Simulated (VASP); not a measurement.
# CsLiCr2Te2S3 (R32) in VASP: further runs

One crystal, CsLiCr2Te2S3, is run at these levels: PBE, PBE+TS; tasks: electron localisation function, electrostatic potential, atomic charges.

Program: VASP 6.6.1. These are calculated values, not measurements. Logs are shortened: lines on timing, memory, paths and dates and some standing lists are left out, and cuts for length are marked.

## 1. The structure

The structure is trigonal, space group R32 (No. 155). Conventional cell: a = 6.639 Å, b = 6.639 Å, c = 20.639 Å, α = 90.00°, β = 90.00°, γ = 120.00°. Around Cs (site symmetry 32) lie 6 Te at 3.84 Å and 6 S at 4.04 Å and 2 Cr at 4.16 Å. Around Li (site symmetry 32) lie 3 S at 2.41 Å. Cr (site symmetry 3) has 3 S at 2.24 Å and 1 Te at 2.45 Å as nearest neighbours. Around Te (site symmetry 3) lie 1 Cr at 2.45 Å. Around S (site symmetry 2) lie 2 Cr at 2.24 Å and 1 Li at 2.41 Å.

The cell was built by a generator and needn't be a form met in nature.

## 2. Electron localisation function, PBE, collinear spin, ferromagnetic start

INCAR

```
PREC     = Accurate       # precision mode
ENCUT    = 520            # plane-wave cutoff, eV
EDIFF    = 1E-6           # SCF threshold, eV
ISMEAR   = -1             # smearing method
SIGMA    = 0.05           # smearing width, eV
LREAL    = F              # projectors in reciprocal space
LASPH    = T              # aspherical terms in the spheres
NELM     = 100            # most SCF steps
ALGO     = Normal         # electronic algorithm
ISIF     = 2              # what is computed and relaxed
LWAVE    = F              # write WAVECAR
LCHARG   = T              # write CHGCAR
ISPIN    = 2              # spin polarisation
MAGMOM   = 0 0 3 3 0 0 0 0 0 # initial moments
LORBIT   = 11             # projections on sites
LMAXMIX  = 4              # l up to which the mixer works
GGA      = PE             # functional
LELF     = T              # ELF
```

KPOINTS

```
regular mesh
0
Gamma
  5 5 5
```

POSCAR

```
CsLiCr2Te2S3
1.0
    3.3192900000      1.9163900000      6.8798200000
   -3.3192900000      1.9163900000      6.8798200000
    0.0000000000     -3.8327900000      6.8798200000
Cs Li Cr Te S
1 1 2 2 3
Direct
    0.0000000000      0.0000000000      0.0000000000
    0.5000000000      0.5000000000      0.5000000000
    0.7984800000      0.7984800000      0.7984800000
    0.2015200000      0.2015200000      0.2015200000
    0.6799000000      0.6799000000      0.6799000000
    0.3201000000      0.3201000000      0.3201000000
    0.1362600000      0.8637400000      0.5000000000
    0.5000000000      0.1362600000      0.8637400000
    0.8637400000      0.5000000000      0.1362600000
```

Potentials or basis: VASP PAW PBE potentials, release 64 (Cs_sv, Li_sv, Cr_pv, Te, S).

The run is started by

```sh
$ cat potpaw_PBE.64/Cs_sv/POTCAR potpaw_PBE.64/Li_sv/POTCAR potpaw_PBE.64/Cr_pv/POTCAR potpaw_PBE.64/Te/POTCAR potpaw_PBE.64/S/POTCAR > POTCAR
$ mpirun -np 4 vasp_std > vasp.out
```

OUTCAR:

```text
PREC = Accurate
   ENCUT = 520
   EDIFF = 1E-6
   ISMEAR = -1
   LREAL = F
   LASPH = T
   NELM = 100
   ISIF = 2
   ISPIN = 2
   LORBIT = 11
   GGA = PE

 ion  position               nearest neighbor table
   1  0.000  0.000  0.000-
   2  0.500  0.500  0.500-   7 2.41   8 2.41   9 2.41
   3  0.798  0.798  0.798-   7 2.24   8 2.24   9 2.24   5 2.45
   4  0.202  0.202  0.202-   7 2.24   9 2.24   8 2.24   6 2.45
   5  0.680  0.680  0.680-   3 2.45
   6  0.320  0.320  0.320-   4 2.45
   7  0.136  0.864  0.500-   3 2.24   4 2.24   2 2.41
   8  0.500  0.136  0.864-   3 2.24   4 2.24   2 2.41
   9  0.864  0.500  0.136-   4 2.24   3 2.24   2 2.41

  LATTYP: Found a trigonal (rhomboedric) cell.
 ALAT       =     7.8754149077
 COS(alpha) =     0.6447177554

  Lattice vectors:

 A1 = (   3.3192900000,   1.9163900000,   6.8798200000)
 A2 = (  -3.3192900000,   1.9163900000,   6.8798200000)
 A3 = (   0.0000000000,  -3.8327900000,   6.8798200000)

Analysis of symmetry for initial positions (statically):
=====================================================================
 Subroutine PRICEL returns:
 Original cell was already a primitive cell.

 Routine SETGRP: Setting up the symmetry group for a
 trigonal (rhombohedral) supercell.

 Subroutine GETGRP returns: Found  6 space group operations
 (whereof  6 operations were pure point group operations)
 out of a pool of 12 trial point group operations.

The static configuration has the point symmetry D_3 .

Analysis of symmetry for dynamics (positions and initial velocities):
=====================================================================
 Subroutine PRICEL returns:
 Original cell was already a primitive cell.

 Routine SETGRP: Setting up the symmetry group for a
 trigonal (rhombohedral) supercell.

 Subroutine GETGRP returns: Found  6 space group operations
 (whereof  6 operations were pure point group operations)
 out of a pool of 12 trial point group operations.

The dynamic configuration has the point symmetry D_3 .

Analysis of structural, dynamic, and magnetic symmetry:
=====================================================================
 Subroutine PRICEL returns:
 Original cell was already a primitive cell.

 Routine SETGRP: Setting up the symmetry group for a
 trigonal (rhombohedral) supercell.

 Subroutine GETGRP returns: Found  6 space group operations
 (whereof  6 operations were pure point group operations)
 out of a pool of 12 trial point group operations.

The overall configuration has the point symmetry D_3 .

 Subroutine INISYM returns: Found  6 space group operations
 (whereof  6 operations are pure point group operations),
 and found     1 'primitive' translations

----------------------------------------------------------------------------------------

                                     Primitive cell

  volume of cell :     262.5779

  direct lattice vectors                    reciprocal lattice vectors
     3.319290000  1.916390000  6.879820000     0.150634624  0.086968924  0.048450922
    -3.319290000  1.916390000  6.879820000    -0.150634624  0.086968924  0.048450922
     0.000000000 -3.832790000  6.879820000     0.000000000 -0.173937849  0.048450796

  length of vectors
     7.875414908  7.875414908  7.875417603     0.180559894  0.180559894  0.180559837

  position of ions in fractional coordinates (direct lattice)
     0.000000000  0.000000000  0.000000000
     0.500000000  0.500000000  0.500000000
     0.798480000  0.798480000  0.798480000
     0.201520000  0.201520000  0.201520000
     0.679900000  0.679900000  0.679900000
     0.320100000  0.320100000  0.320100000
     0.136260000  0.863740000  0.500000000
     0.500000000  0.136260000  0.863740000
     0.863740000  0.500000000  0.136260000

  ion indices of the primitive-cell ions
[... 57 lines left out ...]
 -0.400000  0.400000  0.400000      6.000000
   k-points           NKPTS =     19   k-points in BZ     NKDIM =     19   number of bands    NBANDS=     44
   number of dos      NEDOS =    301   number of ions     NIONS =      9
   total plane-waves  NPLWV = 216000
   dimension x,y,z NGX =    60 NGY =   60 NGZ =   60
   dimension x,y,z NGXF=   120 NGYF=  120 NGZF=  120
   ions per type =               1   1   2   2   3
   NGX,Y,Z   is equivalent  to a cutoff of  12.67, 12.67, 12.67 a.u.
   NGXF,Y,Z  is equivalent  to a cutoff of  25.33, 25.33, 25.33 a.u.
 SYSTEM =  unknown system
   PREC   = accura    normal or accurate (medium, high low for compatibility)
   ISTART =      0    job   : 0-new  1-cont  2-samecut
   ICHARG =      2    charge: 1-file 2-atom 10-const
   ISPIN  =      2    spin polarized calculation?
   LNONCOLLINEAR =      F non collinear calculations
   LSORBIT =      F    spin-orbit coupling
   LASPH  =      T    aspherical Exc in radial PAW
   ENCUT  =  520.0 eV  38.22 Ry    6.18 a.u.  14.64 14.64 14.64*2*pi/ulx,y,z
   NELM   =    100;   NELMIN=  2; NELMDL= -5     # of ELM steps
   EDIFF  = 0.1E-05   stopping-criterion for ELM
   LREAL  =      F    real-space projection
   EDIFFG = 0.1E-04   stopping-criterion for IOM
   NSW    =      0    number of steps for IOM
   IBRION =     -1    ionic relax: 0-MD 1-quasi-New 2-CG
   NFREE  =      0    steps in history (QN), initial steepest desc. (CG)
   ISIF   =      2    stress and relaxation
   ISYM   =      2    0-nonsym 1-usesym 2-fastsym
   POTIM  = 0.5000    time-step for ionic-motion
   TEBEG  =    0.0;   TEEND  =   0.0 temperature during run
   PSTRESS=    0.0 pullay stress
   NELECT =      66.0000    total number of electrons
   NUPDOWN=      -1.0000    fix difference up-down
   EMIN   =  10.00;   EMAX   =-10.00  energy-range for DOS
   EFERMI =   0.00;   METHOD = LEGACY
   ISMEAR =    -1;   SIGMA  =   0.05  broadening in eV -4-tet -1-fermi 0-gaus
   EFERMI_NEDOS =   21; number of points for ismear=-14 and -15
   IALGO  =     38    algorithm
   IMIX   =      4    mixing-type and parameters
     AMIX     =   0.40;   BMIX     =  1.00
     AMIX_MAG =   1.60;   BMIX_MAG =  1.00
  volume/ion in A,a.u.               =      29.18       196.88
  Fermi-wavevector in a.u.,A,eV,Ry     =   1.033166  1.952401 14.523292  1.067432
  Thomas-Fermi vector in A             =   2.167399
   LORBIT       =     11    0 simple, 1 ext, 2 COOP (PROOUT), +10 PAW based schemes
   GGA     = PE    functional components
   LHFCALC =     F    Hartree Fock is set to
   AEXX    =    0.0000 exact exchange contribution
   IVDW    =     0    specifies the selected vdW correction
   LEPSILON=     F    determine dielectric tensor
   LRPA    =     F    only Hartree local field effects (RPA)
 spin polarized calculation
  energy-cutoff  :      520.00
  volume of cell :      262.58
 maximum number of plane-waves:      7153
   NGX = 29   NGY = 29   NGZ = 29

 number of electron      66.0000003 magnetization       4.0018304

 Free energy of the ion-electron system (eV)
  ---------------------------------------------------
  ext. energy  EPLUGINS =         0.00000000
  ---------------------------------------------------
  free energy    TOTEN  =       -45.68344300 eV

  energy without entropy =      -45.66356887  energy(sigma->0) =      -45.67350594

 E-fermi :   2.9159     XC(G=0):  -8.3941

 val. band max:        2.8767337274   @ k =   0.2000   0.2000   0.2000
 cond. band min:       2.9179477152   @ k =  -0.2000   0.2000   0.0000
 fundamental gap:      0.0412139879
 Fermi energy:         2.9158738223

 spin component 1

 k-point     1 :       0.0000    0.0000    0.0000
  band No.  band energies     occupation
      1     -43.1384      1.00000
      2     -41.4220      1.00000
      3     -41.4220      1.00000
      4     -41.4194      1.00000
      5     -41.4194      1.00000
      6     -41.3219      1.00000
[... 882 lines left out ...]
     43       7.6753      0.00000
     44       7.9838      0.00000
 Fermi energy:         2.9158738223

 spin component 2

 k-point     1 :       0.0000    0.0000    0.0000
  band No.  band energies     occupation
      1     -43.1289      1.00000
      2     -39.1999      1.00000
      3     -39.1992      1.00000
      4     -38.9619      1.00000
      5     -38.9619      1.00000
      6     -38.9584      1.00000
[... 882 lines left out ...]
     43       7.8243      0.00000
     44       8.0674      0.00000

------------------------ aborting loop because EDIFF is reached ----------------------------------------

  FORCE on cell =-STRESS in cart. coord.  units (eV):
  Direction    XX          YY          ZZ          XY          YZ          ZX
  --------------------------------------------------------------------------------------
  -------------------------------------------------------------------------------------
  Total       -0.0116569     -0.0116569     -0.1520520      0.0000000      0.0000001      0.0000000
  in kB       -0.0711273     -0.0711273     -0.9277792      0.0000000      0.0000004      0.0000000
  external PRESSURE =      -0.3566780 kB  Pullay stress =       0.0000000 kB

 VOLUME and BASIS-vectors are now :
 -----------------------------------------------------------------------------
  energy-cutoff  :      520.00
  volume of cell :      262.58
      direct lattice vectors                 reciprocal lattice vectors
     3.319290000  1.916390000  6.879820000     0.150634624  0.086968924  0.048450922
    -3.319290000  1.916390000  6.879820000    -0.150634624  0.086968924  0.048450922
     0.000000000 -3.832790000  6.879820000     0.000000000 -0.173937849  0.048450796

 POSITION                                       TOTAL-FORCE (eV/Angst)
 -----------------------------------------------------------------------------------
      0.00000      0.00000      0.00000        -0.000000     -0.000000     -0.000000
      0.00000     -0.00001     10.31973        -0.000000     -0.000000     -0.000000
      0.00000     -0.00001     16.48020        -0.000000      0.000000     -0.013640
      0.00000     -0.00000      4.15926        -0.000000     -0.000000      0.013640
      0.00000     -0.00001     14.03277        -0.000000     -0.000000      0.011602
      0.00000     -0.00000      6.60669        -0.000000      0.000000     -0.011602
     -2.41472     -0.00001     10.31973        -0.002637     -0.000000     -0.000000
      1.20736     -2.09121     10.31973         0.001318     -0.002284     -0.000000
      1.20736      2.09120     10.31973         0.001318      0.002284     -0.000000
 -----------------------------------------------------------------------------------
    total drift:                                0.000018      0.000000     -0.000000

  FREE ENERGIE OF THE ION-ELECTRON SYSTEM (eV)
  ---------------------------------------------------
  free  energy   TOTEN  =       -45.6834429977 eV

  energy  without entropy=      -45.6635688724  energy(sigma->0) =      -45.67350594

 total charge

# of ion       s       p       d       tot
------------------------------------------
    1        1.834   4.699   0.037   6.570
    2        2.015   0.044   0.000   2.059
    3        0.342   6.287   4.157  10.786
    4        0.342   6.287   4.157  10.786
    5        1.385   1.988   0.020   3.393
    6        1.385   1.988   0.020   3.393
    7        1.330   2.416   0.000   3.746
    8        1.330   2.416   0.000   3.746
    9        1.330   2.416   0.000   3.746
--------------------------------------------------
tot         11.295  28.541   8.390  48.226

 magnetization (x)

# of ion       s       p       d       tot
------------------------------------------
    1       -0.000  -0.006  -0.002  -0.008
    2        0.002   0.002   0.000   0.004
    3        0.032   0.027   2.262   2.321
    4        0.032   0.027   2.262   2.321
    5       -0.006  -0.226   0.003  -0.229
    6       -0.006  -0.226   0.003  -0.229
    7       -0.004  -0.080   0.000  -0.084
    8       -0.004  -0.080   0.000  -0.084
    9       -0.004  -0.080   0.000  -0.084
--------------------------------------------------
tot          0.041  -0.643   4.530   3.928
```

Run time: 4.6 min. Hardware: 4 MPI ranks of Intel Xeon 6975P-C (Granite Rapids), shared host; peak memory 0.33 GiB.

Results:

```yaml
Free_energy: -45.6834 eV
Largest_force: 0.014 eV/Å
Band_gap_on_the_k_mesh: none (metal or under the smearing width)
Net_moment: 4.00 μB per cell
Site_moments: Cs -0.01; Li +0.00; Cr +2.32; Te -0.23; S -0.08 μB
Valence_electrons_inside_the_program's_atomic_spheres: Cs 6.57; Li 2.06; Cr 10.79; Te 3.39; S 3.75
```

Forces in eV/Å, atoms in the order of the input:
```
Cs   0.000  0.000  0.000
Li   0.000  0.000  0.000
Cr   0.000  0.000 -0.014
Cr   0.000  0.000  0.014
Te   0.000  0.000  0.012
Te   0.000  0.000 -0.012
S   -0.003  0.000  0.000
S    0.001 -0.002  0.000
S    0.001  0.002  0.000
```

Caveat: the cutoff is under 1.25 times the usual one of these potentials, so pressure, stress and relaxed cells hold a basis-set (Pulay) error; only a ferromagnetic start was run, and an antiferromagnetic order may lie lower in energy. Spin-orbit coupling is left out, which matters for the levels of Cs, Te.

## 3. Electrostatic potential, PBE, collinear spin, ferromagnetic start

Edit INCAR of step 2 so:

```diff
@@ -17,2 +17,3 @@
 GGA      = PE             # functional
-LELF     = T              # ELF
+LVHAR    = T            
+KPAR     = 4
```

KPOINTS is that of step 2.

POSCAR is that of step 2.

Potentials or basis: VASP PAW PBE potentials, release 64 (Cs_sv, Li_sv, Cr_pv, Te, S).

The run is started by

```sh
$ cat potpaw_PBE.64/Cs_sv/POTCAR potpaw_PBE.64/Li_sv/POTCAR potpaw_PBE.64/Cr_pv/POTCAR potpaw_PBE.64/Te/POTCAR potpaw_PBE.64/S/POTCAR > POTCAR
$ mpirun -np 4 vasp_std > vasp.out
```

Wall time 4 min (4 MPI ranks of Intel Xeon 6975P-C (Granite Rapids), shared host); peak memory 0.92 GiB.

It converged, with:

* Free energy: -45.6834 eV
* Largest force: 0.014 eV/Å
* Band gap on the k mesh: none (metal or under the smearing width)
* Net moment: 4.00 μB per cell
* Site moments: Cs -0.01; Li +0.00; Cr +2.32; Te -0.23; S -0.08 μB
* Valence electrons inside the program's atomic spheres: Cs 6.57; Li 2.06; Cr 10.79; Te 3.39; S 3.75

Forces in eV/Å, atoms in the order of the input:
```
Cs   0.000  0.000  0.000
Li   0.000  0.000  0.000
Cr   0.000  0.000 -0.014
Cr   0.000  0.000  0.014
Te   0.000  0.000  0.012
Te   0.000  0.000 -0.012
S   -0.003  0.000  0.000
S    0.001 -0.002  0.000
S    0.001  0.002  0.000
```

Levels at points of the mesh, in eV from the Fermi level:
Spin up:
| k point | band 32 | band 33 | band 34 | band 35 | band 36 | band 37 | band 38 | band 39 |
| --- | --- | --- | --- | --- | --- | --- | --- | --- |
| (0.00, 0.00, 0.00) | -0.49 | -0.49 | -0.16 | -0.16 | 0.07 | 0.34 | 0.34 | 1.71 |
Spin down:
```
           k point  band 28  band 29  band 30  band 31  band 32  band 33  band 34  band 35
(0.00, 0.00, 0.00)    -2.03    -1.75    -0.22    -0.22     0.73     0.73     1.06     1.06
```

Caveat: the cutoff is under 1.25 times the usual one of these potentials, so pressure, stress and relaxed cells hold a basis-set (Pulay) error; only a ferromagnetic start was run, and an antiferromagnetic order may lie lower in energy. With open d or f shells a metallic result of PBE can be an artefact of self-interaction; +U or a hybrid may open a gap.

## 4. Atomic charges, PBE+TS, collinear spin, ferromagnetic start

INCAR

```
SYSTEM = CsLiCr2Te2S3
PREC = Accurate ; ENCUT = 520
EDIFF = 1E-6 ; ISMEAR = -1
SIGMA = 0.05 ; LREAL = .FALSE.
LASPH = .TRUE. ; NELM = 100
ALGO = Normal ; ISIF = 2
LWAVE = .FALSE. ; LCHARG = .FALSE.
ISPIN = 2 ; MAGMOM = 0 0 3 3 0 0 0 0 0
LORBIT = 11 ; LMAXMIX = 4
GGA = PE ; IVDW = 2
KPAR = 4
```

KPOINTS

```
Automatic mesh
0
G
  5 5 5
  0 0 0
```

POSCAR is that of step 3.

The run is started by

```sh
$ cat potpaw_PBE.64/Cs_sv/POTCAR potpaw_PBE.64/Li_sv/POTCAR potpaw_PBE.64/Cr_pv/POTCAR potpaw_PBE.64/Te/POTCAR potpaw_PBE.64/S/POTCAR > POTCAR
$ mpirun -np 4 vasp_std > vasp.out
```

Run time: 3.9 min. Hardware: 4 MPI ranks of Intel Xeon 6975P-C (Granite Rapids), shared host; peak memory 0.93 GiB.

The run converged. Its results:

```yaml
Free_energy: -50.1295 eV
Largest_force: 0.118 eV/Å
Band_gap_on_the_k_mesh: none (metal or under the smearing width)
Net_moment: 4.00 μB per cell
Site_moments: Cs -0.01; Li +0.00; Cr +2.32; Te -0.23; S -0.08 μB
Valence_electrons_inside_the_program's_atomic_spheres: Cs 6.57; Li 2.06; Cr 10.79; Te 3.39; S 3.75
Hirshfeld_charges: Cs +0.16; Li +0.12; Cr +0.28; Te -0.07; S -0.23 e
Dispersion_energy_per_atom: -0.494 eV
```

Forces in eV/Å, atoms in the order of the input:
```
Cs   0.000  0.000  0.000
Li   0.000  0.000  0.000
Cr   0.000  0.000 -0.118
Cr   0.000  0.000  0.118
Te   0.000  0.000  0.005
Te   0.000  0.000 -0.005
S    0.061  0.000  0.000
S   -0.030  0.053  0.000
S   -0.030 -0.053  0.000
```

Levels at points of the mesh, in eV from the Fermi level:
Spin up:
```csv
k point,band 31,band 32,band 33,band 34,band 35,band 36,band 37,band 38,band 39,band 40
"(0.00, 0.00, 0.00)",-1.48,-0.49,-0.49,-0.16,-0.16,0.07,0.34,0.34,1.71,1.79
```
Spin down:
| k point | band 27 | band 28 | band 29 | band 30 | band 31 | band 32 | band 33 | band 34 | band 35 | band 36 |
| --- | --- | --- | --- | --- | --- | --- | --- | --- | --- | --- |
| (0.00, 0.00, 0.00) | -2.07 | -2.03 | -1.75 | -0.22 | -0.22 | 0.73 | 0.73 | 1.06 | 1.06 | 1.08 |

Caveat: the cutoff is under 1.25 times the usual one of these potentials, so pressure, stress and relaxed cells hold a basis-set (Pulay) error; atom-pairwise D2, TS and ULG terms overbind metals; only a ferromagnetic start was run, and an antiferromagnetic order may lie lower in energy; pairwise dispersion overbinds metals, which lowers pressure and volume. The run has no spin-orbit coupling, so splittings on Cs, Te are missing.

## 5. For comparison

An earlier run on the cell as given: functional PBE; potentials or basis VASP PAW PBE potentials, release 64 (Cs_sv, Li_sv, Cr_pv, Te, S); cutoff 520 eV; k mesh 5 × 5 × 5; occupations fermi-dirac, width 0.05 eV; collinear spin, ferromagnetic start; starting moments [0.0, 0.0, 3.0, 3.0, 0.0, 0.0, 0.0, 0.0, 0.0] μB.

- Largest force: 0.014 eV/Å
- Band gap on the k mesh: none (metal or under the smearing width)
- Net moment: 4.00 μB per cell
- Site moments: Cs -0.01; Li +0.00; Cr +2.32; Te -0.23; S -0.08 μB
- Valence electrons inside the program's atomic spheres: Cs 6.57; Li 2.06; Cr 10.79; Te 3.39; S 3.75

## 6. Overview

```tsv
task	level	gap on the mesh (eV)	moment (μB)	largest force (eV/Å)
electron localisation function	PBE	none	4.00	0.01
electrostatic potential	PBE	none	4.00	0.01
atomic charges	PBE+TS	none	4.00	0.12
single point	PBE	none	4.00	0.01
```

Alike in all rows: potentials or basis VASP PAW PBE potentials, release 64 (Cs_sv, Li_sv, Cr_pv, Te, S); spin collinear, ferromagnetic start; cell as given; k mesh 5 × 5 × 5; cutoff (eV) 520; smearing fermi-dirac 0.05 eV.

Every run on the cell as given and a fine mesh finds a metal.

Caveats: the cutoff is under 1.25 times the usual one of these potentials, so pressure, stress and relaxed cells hold a basis-set (Pulay) error; only a ferromagnetic start was run, and an antiferromagnetic order may lie lower in energy; atom-pairwise D2, TS and ULG terms overbind metals (some runs); pairwise dispersion overbinds metals, which lowers pressure and volume (some runs).

Total energies depend on the potentials used, so only differences within one code and one set of settings carry meaning.
